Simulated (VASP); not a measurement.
MgTi3O4:

```xyz
8
Lattice="3.0247 -4.2931 0.0000 3.0247 4.2931 0.0000 0.0000 0.0000 3.0473" Properties=species:S:1:pos:R:3 pbc="T T T"
Mg    0.0000    0.0000    0.0000
Ti    3.0247    0.0000    0.0000
Ti    1.5124   -2.1466    1.5236
Ti    1.5124    2.1466    1.5236
O     3.0247    2.1243    0.0000
O     1.5287    0.0000    1.5236
O     4.5207    0.0000    1.5236
O     3.0247   -2.1243    0.0000
```

The cell was built by a generator and needn't be a form met in nature.

- Program: VASP 6.6.1
- Task: relaxation of cell and atoms
- Functional: PBE
- Potentials or basis: VASP PAW PBE potentials, release 64 (Mg, Ti_sv, O)
- Cutoff: 520 eV
- k mesh: 3 × 3 × 5
- Occupations: gaussian, width 0.15 eV
- Spin: no spin polarisation

At the start: pressure -0.1 GPa; volume 9.89 Å³/atom.

**Question.** How do energy, volume and symmetry change on relaxing?

**Answer.** Over 8 steps the energy falls by 68.2 meV/atom and the volume is 9.74 Å³/atom (-1.5 %); space group Cmmm (No. 65, to 0.05 Å).

The path:
```tsv
step	energy change (eV)	largest force (eV/Å)	pressure (GPa)	volume (Å³)
1	0.0000	1.7473	-0.14	79.14
2	-0.3881	0.7944	-1.93	79.04
3	-0.4879	0.0786	-2.24	78.95
4	-0.5242	0.1397	2.28	77.13
5	-0.5247	0.1341	1.87	77.25
6	-0.5426	0.0868	-0.06	77.99
7	-0.5434	0.0909	-0.41	78.14
8	-0.5457	0.0273	0.07	77.92
```

Final structure:
```yaml
crystal:
  lattice:
    - [3.13697, -4.26882, 0.00000]
    - [3.13697, 4.26882, 0.00000]
    - [0.00000, 0.00000, 2.90944]
  atoms:
    - { symbol: Mg, position: [0.00000, 0.00000, 0.00000] }
    - { symbol: Ti, position: [0.50000, 0.50000, 0.00000] }
    - { symbol: Ti, position: [0.50000, 0.00000, 0.50000] }
    - { symbol: Ti, position: [0.00000, 0.50000, 0.50000] }
    - { symbol: O, position: [0.23840, 0.76160, 0.00000] }
    - { symbol: O, position: [0.22935, 0.22935, 0.50000] }
    - { symbol: O, position: [0.77065, 0.77065, 0.50000] }
    - { symbol: O, position: [0.76160, 0.23840, 0.00000] }
```

Caveat: the k mesh is coarse (spacing up to 0.42 Å⁻¹), so the values aren't converged; the relaxation stopped at a loose force limit of 0.08 eV/Å, so its end isn't a converged minimum.
